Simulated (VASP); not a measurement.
Here is a VASP 6.6.1 calculation.

Contents of INCAR:

```
SYSTEM = Ru
PREC = Accurate
ENCUT = 600
EDIFF = 1E-6
ISMEAR = 1
SIGMA = 0.1
LREAL = .FALSE.
LASPH = .TRUE.
NELM = 80
ALGO = Normal
ISIF = 3
LWAVE = .FALSE.
LCHARG = .FALSE.
GGA = PS
IBRION = 2
NSW = 90
EDIFFG = -0.01
KPAR = 4
```

KPOINTS

```
Automatic mesh
0
G
  15 15 9
  0 0 0
```

Contents of POSCAR:

```
Ru
1.0
    2.7058000000      0.0000000000      0.0000000000
   -1.3529000000      2.3432915376      0.0000000000
    0.0000000000      0.0000000000      4.2819000000
Ru
2
Direct
    0.3333333333      0.6666666667      0.2500000000
    0.6666666667      0.3333333333      0.7500000000
```

Potentials or basis: VASP PAW PBE potentials, release 64 (Ru_pv).

Launch:

```sh
$ cat potpaw_PBE.64/Ru_pv/POTCAR > POTCAR
$ mpirun -np 4 vasp_std > vasp.out
```

Task: Predict the band gap on the k mesh.

Result: None (metal or under the smearing width).

Task: Predict the relaxed volume.

Result: 13.32 Å³/atom.

Task: What does it give for the relaxed cell?

Result: a = 2.688 Å, b = 2.688 Å, c = 4.255 Å, α = 90.00°, β = 90.00°, γ = 120.00°.

Step by step:
```
step  energy change (eV)  largest force (eV/Å)  pressure (GPa)  volume (Å³)
   1              0.0000                0.0000           -6.50        27.15
   2              0.1056                0.0000           25.00        25.04
   3             -0.0108                0.0000           -0.16        26.64
   4             -0.0108                0.0000           -0.02        26.63
   5             -0.0108                0.0000            0.12        26.62
   6             -0.0108                0.0000           -0.38        26.65
   7             -0.0108                0.0000           -0.04        26.63
```

Caveat: the PAW data sets were made with another functional, which shifts forces and pressure a little.
